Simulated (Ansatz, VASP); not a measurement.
**Cross-check of Pd12S (Pd(111)) between VASP and Ansatz**

Wanted: the spread between two codes on one cell, functional and k mesh.

Calculated with Ansatz 0.2.0; plane waves, with VASP 6.6.1 beside it; single point at PBEsol.

### Step 1. Set-up

The cell holds 13 atoms: 12 Pd and 1 S. Its edges and angles: a = 5.475 Å, b = 5.475 Å, c = 19.471 Å, α = 90.0°, β = 90.0°, γ = 60.0°. It derives from Pd. As first built, before any earlier steps moved the atoms: S over the hcp site of Pd(111). Vacuum lies along c.

### Step 2. VASP: single point, PBEsol

A single point gives forces, pressure and levels at one fixed geometry, so differences don't come from the geometry; what else differs is listed under the comparison.

Lines of VASP's logs that name or quote its potential files are left out, and so is its time.

INCAR

```
SYSTEM = Pd12S
PREC = Normal
ENCUT = 320
EDIFF = 1E-06
NELM = 120
ISMEAR = 1
SIGMA = 0.15
LREAL = Auto
ALGO = Fast
GGA = PS
NBANDS = 78
LASPH = .TRUE.
LORBIT = 11
LWAVE = .FALSE.
LCHARG = .FALSE.
KPAR = 4
IDIPOL = 3
LDIPOL = .TRUE.
DIPOL = 0.5 0.5 0.516
LVHAR = .TRUE.
LVACPOTAV = .TRUE.
NEDOS = 1500
```

POSCAR

```
Pd12S
1.0
    5.4754143377      0.0000000000      0.0000000000
    2.7377071689      4.7418479127      0.0000000000
    0.0000000000      0.0000000000     19.4706570859
Pd S
12 1
Selective dynamics
Direct
    0.1666666700      0.1666666700      0.3851950100  F F F
    0.6666666700      0.1666666700      0.3851950100  F F F
    0.1666666700      0.6666666700      0.3851950100  F F F
    0.6666666700      0.6666666700      0.3851950100  F F F
    0.8327419888      0.3345160125      0.5010541205  T T T
    0.3333333300      0.3333333300      0.4991026542  T T T
    0.8327419888      0.8327419888      0.5010541205  T T T
    0.3345160125      0.8327419888      0.5010541205  T T T
    0.0000000000      0.0000000000      0.6126547035  T T T
    0.5022478914      0.9955042172      0.6173826588  T T T
    0.9955042172      0.5022478914      0.6173826588  T T T
    0.5022478914      0.5022478914      0.6173826588  T T T
    0.3333333300      0.3333333300      0.6969138363  T T T
```

KPOINTS

```
Automatic mesh
0
Gamma
6 6 1
0 0 0
```

PAW data sets: Pd and S (PBE family, release 64).

Launch:

```console
mpirun -np 4 vasp_std
```

Numbers of over 12 decimals in the logs are rounded to 6 here.

Output:

```text
[banner, memory and clock lines left out]
running    4 mpi-ranks, on    1 nodes
 distrk:  each k-point on    1 cores,    4 groups
 distr:  one band on    1 cores,    1 groups

 POSCAR found type information on POSCAR PdS
 POSCAR found :  2 types and      13 ions
|                                                                             |
|               ----> ADVICE to this user running VASP <----                  |
|                                                                             |
|     You enforced a specific xc type in the INCAR file but a different       |
|     [... a line on the potential file left out ...]
|     I HOPE YOU KNOW WHAT YOU ARE DOING!                                     |
|                                                                             |

 LDA part: xc-table for (Slater+PW92), standard interpolation
 POSCAR, INCAR and KPOINTS ok, starting setup
 FFT: planning ... GRIDC
 FFT: planning ... GRID_SOFT
 FFT: planning ... GRID
 WAVECAR not read
 entering main loop
       N       E                     dE             d eps       ncg     rms          rms(c)
DAV:   1     0.659336911620E+03    0.65934E+03   -0.44687E+04  1100   0.954E+02
DAV:   2    -0.371936541334E+02   -0.69653E+03   -0.65140E+03  1274   0.252E+02
DAV:   3    -0.757942152582E+02   -0.38601E+02   -0.35588E+02  1228   0.566E+01
DAV:   4    -0.768682514191E+02   -0.10740E+01   -0.10692E+01  1166   0.101E+01
DAV:   5    -0.769173272645E+02   -0.49076E-01   -0.49066E-01  1392   0.206E+00    0.289E+01
RMM:   6    -0.787327069255E+02   -0.18154E+01   -0.17084E+01  1155   0.155E+01    0.257E+01
RMM:   7    -0.882013579215E+02   -0.94687E+01   -0.13644E+01  1212   0.111E+01    0.287E+01
RMM:   8    -0.791339965701E+02    0.90674E+01   -0.18239E+01  1206   0.122E+01    0.201E+01
RMM:   9    -0.742045461381E+02    0.49295E+01   -0.53825E+00  1154   0.841E+00    0.999E+00
RMM:  10    -0.741704745847E+02    0.34072E-01   -0.33227E+00  1142   0.606E+00    0.119E+01
RMM:  11    -0.725982793902E+02    0.15722E+01   -0.20736E+00  1131   0.486E+00    0.399E+00
RMM:  12    -0.726409140067E+02   -0.42635E-01   -0.43283E-01  1136   0.209E+00    0.412E+00
RMM:  13    -0.725419357781E+02    0.98978E-01   -0.14793E-01  1141   0.143E+00    0.186E+00
RMM:  14    -0.725046554698E+02    0.37280E-01   -0.49131E-02  1167   0.744E-01    0.102E+00
[...]
RMM:  23    -0.724941048125E+02   -0.25843E-03   -0.64356E-05  1260   0.171E-02    0.100E-02
RMM:  24    -0.724942426870E+02   -0.13787E-03   -0.17904E-05  1115   0.953E-03    0.725E-03
RMM:  25    -0.724943818098E+02   -0.13912E-03   -0.12033E-05  1008   0.679E-03    0.537E-03
RMM:  26    -0.724944985617E+02   -0.11675E-03   -0.39592E-06   891   0.491E-03    0.551E-03
RMM:  27    -0.724945449987E+02   -0.46437E-04   -0.25431E-06   854   0.325E-03    0.273E-03
RMM:  28    -0.724945567477E+02   -0.11749E-04   -0.82269E-07   727   0.194E-03    0.219E-03
RMM:  29    -0.724945624002E+02   -0.56525E-05   -0.48173E-07   515   0.128E-03    0.189E-03
RMM:  30    -0.724945629979E+02   -0.59768E-06   -0.11184E-07   358   0.895E-04
|                                                                             |
|           W    W    AA    RRRRR   N    N  II  N    N   GGGG   !!!           |
|           W    W   A  A   R    R  NN   N  II  NN   N  G    G  !!!           |
|           W    W  A    A  R    R  N N  N  II  N N  N  G       !!!           |
|           W WW W  AAAAAA  RRRRR   N  N N  II  N  N N  G  GGG   !            |
|           WW  WW  A    A  R   R   N   NN  II  N   NN  G    G                |
|           W    W  A    A  R    R  N    N  II  N    N   GGGG   !!!           |
|                                                                             |
|     Did not find any points to average over, which means that no vacuum     |
|     field-free region was found. Please increase the size of  your cell     |
|     in the dimension of the dipole correction to obtain accurate            |
|     workfunction values.                                                    |
|                                                                             |

   1 F= -.72494563E+02 E0= -.72490763E+02  d E =-.113998E-01
```

Parts of OUTCAR (step 2):

```text
ion  position               nearest neighbor table
   1  0.167  0.167  0.385-   6 2.72   4 2.74   4 2.74   2 2.74   2 2.74   3 2.74   3 2.74   5 2.76
                             8 2.76
   2  0.667  0.167  0.385-   6 2.72   3 2.74   3 2.74   1 2.74   1 2.74   4 2.74   4 2.74   5 2.76
                             7 2.76
   3  0.167  0.667  0.385-   6 2.72   2 2.74   2 2.74   4 2.74   4 2.74   1 2.74   1 2.74   8 2.76
                             7 2.76
   4  0.667  0.667  0.385-   1 2.74   1 2.74   3 2.74   3 2.74   2 2.74   2 2.74   7 2.75   8 2.75
                             5 2.75
   5  0.833  0.335  0.501-   9 2.69   8 2.73   7 2.73   6 2.74   6 2.74   8 2.75   7 2.75   4 2.75
                            12 2.75  11 2.75   2 2.76   1 2.76
   6  0.333  0.333  0.499-   1 2.72   2 2.72   3 2.72   5 2.74   8 2.74   7 2.74   7 2.74   5 2.74
                             8 2.74  11 2.81  10 2.81  12 2.81
   7  0.833  0.833  0.501-   9 2.69   8 2.73   5 2.73   6 2.74   6 2.74   8 2.75   5 2.75   4 2.75
                            10 2.75  11 2.75   3 2.76   2 2.76
   8  0.335  0.833  0.501-   9 2.69   5 2.73   7 2.73   6 2.74   6 2.74   5 2.75   7 2.75   4 2.75
                            12 2.75  10 2.75   3 2.76   1 2.76
   9  0.000  0.000  0.613-   8 2.69   5 2.69   7 2.69  12 2.74  12 2.74  10 2.74  10 2.74  11 2.74
                            11 2.74
  10  0.502  0.996  0.617-  13 2.23  11 2.70  12 2.70   9 2.74   9 2.74   7 2.75   8 2.75  11 2.77
                            12 2.77   6 2.81
  11  0.996  0.502  0.617-  13 2.23  10 2.70  12 2.70   9 2.74   9 2.74   7 2.75   5 2.75  10 2.77
                            12 2.77   6 2.81
  12  0.502  0.502  0.617-  13 2.23  11 2.70  10 2.70   9 2.74   9 2.74   5 2.75   8 2.75  11 2.77
                            10 2.77   6 2.81
  13  0.333  0.333  0.697-  11 2.23  10 2.23  12 2.23

  LATTYP: Found a hexagonal cell.
 ALAT       =     5.4754143377
 C/A-ratio  =     3.5560152867

 Subroutine GETGRP returns: Found  6 space group operations
 (whereof  6 operations were pure point group operations)

The static configuration has the point symmetry C_3v.

 Found      7 irreducible k-points:

   k-points           NKPTS =      7   k-points in BZ     NKDIM =      7   number of bands    NBANDS=     78

   dimension x,y,z NGX =    24 NGY =   24 NGZ =   90
   dimension x,y,z NGXF=    48 NGYF=   48 NGZF=  180

   ENCUT  =  320.0 eV  23.52 Ry    4.85 a.u.   7.99  7.99 28.40*2*pi/ulx,y,z

   NELECT =     126.0000    total number of electrons

 k-points in reciprocal lattice and weights: Automatic mesh
   0.00000000  0.00000000  0.00000000       0.028
   0.16666667  0.00000000  0.00000000       0.167
   0.33333333  0.00000000  0.00000000       0.167
   0.50000000 -0.00000000  0.00000000       0.083
   0.33333333  0.16666667  0.00000000       0.167
   0.50000000  0.16666667  0.00000000       0.333
  -0.33333333  0.33333333  0.00000000       0.056

 dipolmoment           0.000000      0.000000     -0.022444 electrons x Angstroem

 average (electrostatic) potential at core
       1 -79.3772       2 -79.3772       3 -79.3772       4 -79.4830       5 -79.7760
       6 -79.7705       7 -79.7760       8 -79.7760       9 -79.4430      10 -80.1971
      11 -80.1971      12 -80.1971      13 -92.1883

 E-fermi :   0.3097

 k-point     1 :       0.0000    0.0000    0.0000
  band No.  band energies     occupation
    ...
     54       0.1191      2.07030
     55       0.1847      1.99643
     56       0.1847      1.99640
     57       0.2681      1.45051
     58       0.2681      1.45044
     59       0.4557     -0.04427
     60       0.4766     -0.06643
     61       0.4766     -0.06643
     62       0.6729     -0.00327
     63       0.6729     -0.00327
    ...

 k-point     2 :       0.1667    0.0000    0.0000
  band No.  band energies     occupation
    ...
     58       0.1947      1.96218
     59       0.2119      1.88413
     60       0.2947      1.16832
     61       0.3028      1.07796
     62       0.3524      0.53934
     63       0.3697      0.38007
     64       0.4903     -0.07078
     65       0.5002     -0.07033
     66       0.7517     -0.00025
     67       1.1883     -0.00000
    ...

 k-point     3 :       0.3333    0.0000    0.0000
  band No.  band energies     occupation
    ...
     60      -0.0486      2.00375
     61       0.1707      2.03150
     62       0.1796      2.01066
     63       0.2238      1.81481
     64       0.3439      0.62564
     65       0.4389     -0.00818
     66       0.7134     -0.00094
     67       0.7806     -0.00008
     68       1.7549     -0.00000
     69       2.3752     -0.00000
    ...

  Total       -6.9254505     -6.9254505     -0.5556041     -0.0000000     -0.0000000      0.0000000
  in kB      -21.9489322    -21.9489322     -1.7608842     -0.0000000     -0.0000000      0.0000000
  external PRESSURE =     -15.2195829 kB  Pullay stress =       0.0000000 kB

  energy-cutoff  :      320.00
  volume of cell :      505.53
      direct lattice vectors                 reciprocal lattice vectors
     5.475414338  0.000000000  0.000000000     0.182634580 -0.105444124  0.000000000
     2.737707169  4.741847913  0.000000000     0.000000000  0.210888248  0.000000000
     0.000000000  0.000000000 19.470657086     0.000000000  0.000000000  0.051359335

 POSITION                                       TOTAL-FORCE (eV/Angst)
 -----------------------------------------------------------------------------------
      1.36885      0.79031      7.50000        -0.001373     -0.000793     -0.084188
      4.10656      0.79031      7.50000         0.001373     -0.000793     -0.084188
      2.73771      3.16123      7.50000         0.000000      0.001586     -0.084188
      5.47541      3.16123      7.50000        -0.000000      0.000000      0.168746
      5.47541      1.58622      9.75585        -0.000000     -0.004921      0.016354
      2.73771      1.58062      9.71786        -0.000000      0.000000      0.005299
      6.83941      3.94874      9.75585         0.004262      0.002460      0.016354
      4.11142      3.94874      9.75585        -0.004262      0.002460      0.016354
      0.00000      0.00000     11.92879        -0.000000     -0.000000     -0.023452
      5.47541      4.72053     12.02085         0.000000      0.004213      0.015882
      6.82581      2.38158     12.02085         0.003648     -0.002106      0.015882
      4.12502      2.38158     12.02085        -0.003648     -0.002106      0.015882
      2.73771      1.58062     13.56937        -0.000000     -0.000000      0.005264
 -----------------------------------------------------------------------------------
    total drift:                               -0.000073     -0.000042     -0.038495

  FREE ENERGIE OF THE ION-ELECTRON SYSTEM (eV)
  ---------------------------------------------------
  free  energy   TOTEN  =       -72.4945629979 eV

  energy  without entropy=      -72.4831632096  energy(sigma->0) =      -72.49076307

 vacuum level on the upper side and lower side of the slab         5.582         5.739

 total charge
# of ion       s       p       d       tot
------------------------------------------
    1        0.471   0.367   8.476   9.314
    2        0.471   0.367   8.476   9.314
    3        0.471   0.367   8.476   9.314
    4        0.466   0.369   8.461   9.296
    5        0.484   0.495   8.458   9.436
    6        0.468   0.487   8.452   9.407
    7        0.484   0.495   8.458   9.436
    8        0.484   0.495   8.458   9.436
    9        0.452   0.386   8.521   9.359
   10        0.511   0.533   8.483   9.527
   11        0.511   0.533   8.483   9.527
   12        0.511   0.533   8.483   9.527
   13        1.359   2.231   0.000   3.590
--------------------------------------------------
tot          7.140   7.658 101.684 116.483

[... 3 further parts left out ...]
```

(Part 1 of 2 ends here.)

[Lines on the potential files, build, host, timing and source positions are cut from VASP's logs without a mark.]

[Logs are printed without paths, hosts, clocks, repeated set-up lines and the standing remarks that a program may print on its own settings, such as how far it seeks lower states.]

[Hosts, paths, dates, database ids (printed as entryN), source tags and the programs' standing remarks are cut or masked in the printed files.]
